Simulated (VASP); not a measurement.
These are LDA (Ceperley-Alder, Perdew-Zunger), VASP's LDA PAW potentials (set 64) (plane waves; VASP) values and carry that method's errors.

VASP ran on this input.

### INCAR
```
! general
SYSTEM  = SnO2
PREC    = Accurate
ENCUT   = 620   ! plane-wave cut-off (eV)
LREAL   = .FALSE.   ! projection in real space or not
LASPH   = .TRUE.   ! aspherical one-centre terms

! electronic loop
EDIFF   = 1E-6   ! SCF stop (eV)
NELM    = 100   ! most electronic steps
ALGO    = Normal   ! blocked Davidson
LMAXMIX = 4   ! l cut-off of mixed one-centre charges

! smearing
ISMEAR  = 0
SIGMA   = 0.05   ! width (eV)

! ions
IBRION  = 2
NSW     = 40
ISIF    = 3   ! ions, shape and volume
EDIFFG  = -0.02   ! ionic stop
PSTRESS = 100

! output
LWAVE   = .FALSE.
LCHARG  = .FALSE.
```

File KPOINTS:
```
Automatic
0
gamma
5 5 7
0 0 0
```

File POSCAR:
```
SnO2
1
    4.6830178970     0.0000000000     0.0000000000
    0.0000000000     4.6830178970     0.0000000000
    0.0000000000     0.0000000000     3.1821802934
Sn O
2 4
Direct
  0.0000000000   0.0000000000   0.0000000000
  0.5000000000   0.5000000000   0.5000000000
  0.3056825434   0.3056825434   0.0000000000
  0.8056825434   0.1943174566   0.5000000000
  0.1943174566   0.8056825434   0.5000000000
  0.6943174566   0.6943174566   0.0000000000
```

POTCAR, in this order: Sn_d O (LDA.64 set). Program: vasp_std.

The run wrote:

OUTCAR:
```
 ion  position               nearest neighbor table
   1  0.000  0.000  0.000-   3 2.02   6 2.02   5 2.05   4 2.05   4 2.05   5 2.05   2 3.67   2 3.67
                             2 3.67   2 3.67   2 3.67   2 3.67   2 3.67   2 3.67
   2  0.500  0.500  0.500-   4 2.02   5 2.02   3 2.05   6 2.05   3 2.05   6 2.05   1 3.67   1 3.67
                             1 3.67   1 3.67   1 3.67   1 3.67   1 3.67   1 3.67
   3  0.306  0.306  0.000-   1 2.02   2 2.05   2 2.05
   4  0.806  0.194  0.500-   2 2.02   1 2.05   1 2.05
   5  0.194  0.806  0.500-   2 2.02   1 2.05   1 2.05
   6  0.694  0.694  0.000-   1 2.02   2 2.05   2 2.05
  LATTYP: Found a simple tetragonal cell.
 ALAT       =     4.6830178970
 C/A-ratio  =     0.6795148691
 Subroutine PRICEL returns:
 Original cell was already a primitive cell.
 Subroutine GETGRP returns: Found 16 space group operations
The static configuration has the point symmetry D_2h.
 The point group associated with its full space group is D_4h.
The dynamic configuration has the point symmetry D_2h.
 Subroutine INISYM returns: Found 16 space group operations
 Subroutine IBZKPT returns following result:
 Found     24 irreducible k-points:

 Following reciprocal coordinates:
            Coordinates               Weight
  0.000000  0.000000  0.000000      1.000000
  0.200000  0.000000  0.000000      4.000000
  0.400000  0.000000  0.000000      4.000000
  0.200000  0.200000  0.000000      4.000000
  0.400000  0.200000  0.000000      8.000000
  0.400000  0.400000  0.000000      4.000000
  0.000000  0.000000  0.142857      2.000000
  0.200000  0.000000  0.142857      8.000000
  0.400000  0.000000  0.142857      8.000000
  0.200000  0.200000  0.142857      8.000000
  0.400000  0.200000  0.142857     16.000000
  0.400000  0.400000  0.142857      8.000000
  0.000000  0.000000  0.285714      2.000000
  0.200000  0.000000  0.285714      8.000000
  0.400000  0.000000  0.285714      8.000000
  0.200000  0.200000  0.285714      8.000000
...
```

### OSZICAR
```
       N       E                     dE             d eps       ncg     rms          rms(c)
DAV:   1     0.700557555500E+03    0.70056E+03   -0.28996E+04  1581   0.296E+03
DAV:   2     0.621353552808E+02   -0.63842E+03   -0.61622E+03  1649   0.747E+02
DAV:   3    -0.428953947461E+02   -0.10503E+03   -0.10325E+03  1733   0.242E+02
DAV:   4    -0.483278766257E+02   -0.54325E+01   -0.54068E+01  1740   0.607E+01
DAV:   5    -0.484989083252E+02   -0.17103E+00   -0.17090E+00  1874   0.110E+01    0.160E+01
DAV:   6    -0.423292941162E+02    0.61696E+01   -0.24083E+01  2436   0.724E+01    0.616E+00
DAV:   7    -0.423582631009E+02   -0.28969E-01   -0.20443E+00  1621   0.870E+00    0.332E+00
DAV:   8    -0.422823232379E+02    0.75940E-01   -0.30011E-01  2339   0.571E+00    0.731E-01
DAV:   9    -0.422662252260E+02    0.16098E-01   -0.81517E-02  2381   0.421E+00    0.154E-01
DAV:  10    -0.422662842464E+02   -0.59020E-04   -0.48679E-03  2130   0.596E-01    0.457E-02
DAV:  11    -0.422663013357E+02   -0.17089E-04   -0.19465E-04  2363   0.187E-01    0.219E-02
DAV:  12    -0.422663010402E+02    0.29551E-06   -0.17120E-05  2095   0.720E-02    0.121E-02
DAV:  13    -0.422662980748E+02    0.29654E-05   -0.13882E-05  1886   0.427E-02    0.131E-03
DAV:  14    -0.422662982268E+02   -0.15204E-06   -0.19469E-06  1277   0.160E-02
   1 F= -.37910519E+02 E0= -.37910519E+02  d E =-.379105E+02
       N       E                     dE             d eps       ncg     rms          rms(c)
DAV:   1    -0.431056358195E+02   -0.83934E+00   -0.26213E+01  1904   0.837E+01    0.722E+00
DAV:   2    -0.421923519944E+02    0.91328E+00   -0.25678E+00  2054   0.217E+01    0.254E+00
DAV:   3    -0.420187759249E+02    0.17358E+00   -0.36074E-01  2274   0.162E+01    0.722E-01
DAV:   4    -0.419978601563E+02    0.20916E-01   -0.60639E-02  2169   0.643E+00    0.169E-01
DAV:   5    -0.419984264171E+02   -0.56626E-03   -0.20604E-02  1773   0.122E+00    0.757E-02
DAV:   6    -0.419979083237E+02    0.51809E-03   -0.97278E-04  1808   0.284E-01    0.401E-02
DAV:   7    -0.419979178125E+02   -0.94888E-05   -0.88090E-05  1858   0.684E-02    0.340E-02
DAV:   8    -0.419979036623E+02    0.14150E-04   -0.36063E-05  2140   0.144E-01    0.772E-03
DAV:   9    -0.419979039215E+02   -0.25916E-06   -0.72573E-06  1712   0.213E-02
   2 F= -.37868778E+02 E0= -.37868778E+02  d E =0.417408E-01
       N       E                     dE             d eps       ncg     rms          rms(c)
DAV:   1    -0.426230639424E+02   -0.62516E+00   -0.10743E+01  1918   0.597E+01    0.438E+00
DAV:   2    -0.422809887312E+02    0.34208E+00   -0.96995E-01  2046   0.123E+01    0.158E+00
DAV:   3    -0.422108764762E+02    0.70112E-01   -0.14317E-01  2200   0.892E+00    0.431E-01
DAV:   4    -0.422027480206E+02    0.81285E-02   -0.24691E-02  2210   0.386E+00    0.101E-01
DAV:   5    -0.422028338320E+02   -0.85811E-04   -0.74621E-03  1839   0.731E-01    0.426E-02
DAV:   6    -0.422025864800E+02    0.24735E-03   -0.31738E-04  1819   0.170E-01    0.291E-02
DAV:   7    -0.422025866219E+02   -0.14197E-06   -0.25745E-05  2029   0.417E-02    0.184E-02
DAV:   8    -0.422025809994E+02    0.56225E-05   -0.14131E-05  2058   0.701E-02    0.260E-03
DAV:   9    -0.422025812995E+02   -0.30004E-06   -0.37739E-06  1408   0.126E-02
   3 F= -.37932830E+02 E0= -.37932830E+02  d E =-.223112E-01
       N       E                     dE             d eps       ncg     rms          rms(c)
DAV:   1    -0.422009315600E+02    0.16494E-02   -0.15101E-03  1897   0.671E-01    0.528E-02
DAV:   2    -0.422008821720E+02    0.49388E-04   -0.13971E-04  2068   0.151E-01    0.188E-02
DAV:   3    -0.422008721483E+02    0.10024E-04   -0.17951E-05  1843   0.111E-01    0.537E-03
DAV:   4    -0.422008711630E+02    0.98527E-06   -0.45030E-06  1529   0.426E-02
   4 F= -.37932829E+02 E0= -.37932829E+02  d E =-.223100E-01
       N       E                     dE             d eps       ncg     rms          rms(c)
DAV:   1    -0.422004427746E+02    0.42937E-03   -0.35022E-01  1496   0.451E+00    0.377E-01
DAV:   2    -0.421989738778E+02    0.14689E-02   -0.17850E-02  1841   0.130E+00    0.205E-01
DAV:   3    -0.421975984321E+02    0.13754E-02   -0.20795E-03  2223   0.647E-01    0.526E-02
DAV:   4    -0.421975839491E+02    0.14483E-04   -0.59690E-04  2144   0.197E-01    0.162E-02
DAV:   5    -0.421975809377E+02    0.30114E-05   -0.28795E-05  2008   0.571E-02    0.718E-03
DAV:   6    -0.421975803829E+02    0.55482E-06   -0.29951E-06  1481   0.172E-02
   5 F= -.37933769E+02 E0= -.37933769E+02  d E =-.939362E-03
       N       E                     dE             d eps       ncg     rms          rms(c)
DAV:   1    -0.421980162819E+02   -0.43534E-03   -0.31013E-03  1496   0.428E-01    0.352E-02
DAV:   2    -0.421980038534E+02    0.12429E-04   -0.15808E-04  1841   0.125E-01    0.192E-02
DAV:   3    -0.421979918007E+02    0.12053E-04   -0.18465E-05  2254   0.606E-02    0.483E-03
DAV:   4    -0.421979916836E+02    0.11706E-06   -0.50139E-06  1755   0.178E-02
   6 F= -.37933780E+02 E0= -.37933780E+02  d E =-.951023E-03
       N       E                     dE             d eps       ncg     rms          rms(c)
DAV:   1    -0.422002966592E+02   -0.23049E-02   -0.20593E-02  1560   0.131E+00    0.931E-02
DAV:   2    -0.422001925229E+02    0.10414E-03   -0.59830E-04  2050   0.261E-01    0.481E-02
DAV:   3    -0.422001404359E+02    0.52087E-04   -0.85656E-05  2095   0.156E-01    0.122E-02
DAV:   4    -0.422001381584E+02    0.22775E-05   -0.19663E-05  2287   0.437E-02    0.394E-03
DAV:   5    -0.422001379765E+02    0.18191E-06   -0.11755E-06  1000   0.120E-02
   7 F= -.37933866E+02 E0= -.37933866E+02  d E =-.860472E-04
```

OUTCAR:
```
------------------------ aborting loop because EDIFF is reached ----------------------------------------
  FORCE on cell =-STRESS in cart. coord.  units (eV):
  Direction    XX          YY          ZZ          XY          YZ          ZX
  --------------------------------------------------------------------------------------
  Total        4.2276832      4.2276832      4.2549593      0.0000000      0.0000000      0.0000000
  in kB       99.0954981     99.0954981     99.7348413      0.0000000      0.0000000      0.0000000
  external PRESSURE =      -0.6913875 kB  Pullay stress =     100.0000000 kB
  volume of cell :       68.35
      direct lattice vectors                 reciprocal lattice vectors
     4.643730125 -0.000000000  0.000000000     0.215344125 -0.000000000  0.000000000
     0.000000000  4.643730125  0.000000000     0.000000000  0.215344125  0.000000000
     0.000000000  0.000000000  3.169750995     0.000000000  0.000000000  0.315482194
 POSITION                                       TOTAL-FORCE (eV/Angst)
 -----------------------------------------------------------------------------------
      0.00000      4.64373      0.00000        -0.000000      0.000000      0.000000
      2.32187      2.32187      1.58488        -0.000000      0.000000      0.000000
      1.41858      1.41858      3.16975         0.005309      0.005309      0.000000
      3.74045      0.90328      1.58488         0.005309     -0.005309      0.000000
      0.90328      3.74045      1.58488        -0.005309      0.005309      0.000000
      3.22515      3.22515      0.00000        -0.005309     -0.005309     -0.000000
 -----------------------------------------------------------------------------------
    total drift:                                0.000000     -0.000000     -0.000000
  FREE ENERGIE OF THE ION-ELECTRON SYSTEM (eV)
  ---------------------------------------------------
  free  energy   TOTEN  =       -42.2001379765 eV

  energy  without entropy=      -42.2001379765  energy(sigma->0) =      -42.20013798
  enthalpy is  TOTEN    =       -37.9338662868 eV   P V=        4.2662716897

 reached required accuracy - stopping structural energy minimisation
```
(Selected blocks of OUTCAR.)

File CONTCAR:
```
SnO2
   1.00000000000000
     4.6437301253005847   -0.0000000000000000    0.0000000000000000
     0.0000000000000000    4.6437301253005847    0.0000000000000000
     0.0000000000000000    0.0000000000000000    3.1697509954001073
  Sn              O
     2     4
Direct
     0.0000000000000000    1.0000000000000000    0.0000000000000000
     0.5000000000000000    0.5000000000000000    0.5000000000000000
     0.3054834725196900    0.3054834725196900    1.0000000000000000
     0.8054834725196900    0.1945165274803100    0.5000000000000000
     0.1945165274803100    0.8054834725196900    0.5000000000000000
     0.6945165274803100    0.6945165274803100    0.0000000000000000
```

Energy and stress use the plane-wave basis of the starting cell.

The compound is SnO2 in the rutile structure. This run relaxes it under an external pressure of 10 GPa. Symmetry was kept, so distortions that lower it aren't found.
